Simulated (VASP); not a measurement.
# MnRh, energy along a vibration (SMASS = -2): which settings are enough?

MnRh, atoms displaced along the mode, 2 atoms in the cell. PBEsol, energy along a line of displacements; PAW potentials Rh_pv, Mn_pv (PBE set). VASP 6.6.1.

Wanted: harmonic frequency within 1 %.

Mode: optical mode at Gamma along x.

POSCAR:
```
MnRh
1.0
    3.0440000000      0.0000000000      0.0000000000
    0.0000000000      3.0440000000      0.0000000000
    0.0000000000      0.0000000000      3.0440000000
Rh Mn
1 1
Direct
    0.4908527256      0.5000000000      0.5000000000
    0.0171339345      0.0000000000      0.0000000000

    0.0069610758   0.0000000000   0.0000000000
   -0.0130389242   0.0000000000   0.0000000000
```

The series start from k mesh: 6 × 6 × 6; Cutoff (eV): 360; Step along the mode (Å): 0.02; Electronic threshold (eV): 1e-7; Smearing width (eV): 0.15; Precision and projection: Accurate, reciprocal space. Each series keeps the choices made before it, and each single choice may use up half of a tolerance.

## k mesh

| k mesh | Harmonic frequency (THz) | Time (s) |
|---|---|---|
| 3 × 3 × 3 | 5.926 | 32 |
| 4 × 4 × 4 | 6.6 | 48 |
| 5 × 5 × 5 | 5.779 | 69 |
| 6 × 6 × 6 | 6.476 | 102 |
| 8 × 8 × 8 | 5.858 | 221 |
| 10 × 10 × 10 | 6.257 | 414 |
| 13 × 13 × 13 (reference) | 6.136 | 894 |

Chosen: 13 × 13 × 13; the next looser run is off by more than half of the tolerance, so convergence isn't shown beyond this value.

## Cutoff (eV)

| Cutoff (eV) | Harmonic frequency (THz) | Time (s) |
|---|---|---|
| 190 | 4.716 | 274 |
| 230 | 6.011 | 333 |
| 270 | crashed | 256 |
| 320 | 6.186 | 730 |
| 360 | 6.136 | 894 |
| 410 (reference) | 6.151 | 1021 |

Chosen: 360, the loosest value from which every tighter one stays within half of the tolerance.

The choices weren't compared together with a run at all the tightest settings, so their joint error isn't shown.

## The input

INCAR:
```
GGA = PS ; PREC = Accurate
ENCUT = 360 ; EDIFF = 1E-7
ALGO = Normal ; LREAL = False
LASPH = True ; ISMEAR = 1
SIGMA = 0.15 ; ISYM = 0
LWAVE = False ; LCHARG = False
IBRION = 0 ; SMASS = -2
POTIM = 1 ; NSW = 9
NELMIN = 4 ; KPAR = 2
ISPIN = 2 ; MAGMOM = 0.6 4
```

KPOINTS:
```
Automatic mesh
0
Gamma
  13 13 13
  0 0 0
```

Commands:
```
cat potpaw_PBE.64/Rh_pv/POTCAR potpaw_PBE.64/Mn_pv/POTCAR > POTCAR
mpirun -np 2 vasp_std > vasp.out
```

Limits: NELMIN = 4 forces that many electronic steps, so a loose EDIFF looks better here than it is.

The chosen input took VASP 6.6.1 894 s on 2 cores (Intel Xeon Platinum 8259CL @ 2.50GHz (Skylake/Cascade Lake)), a shared host.
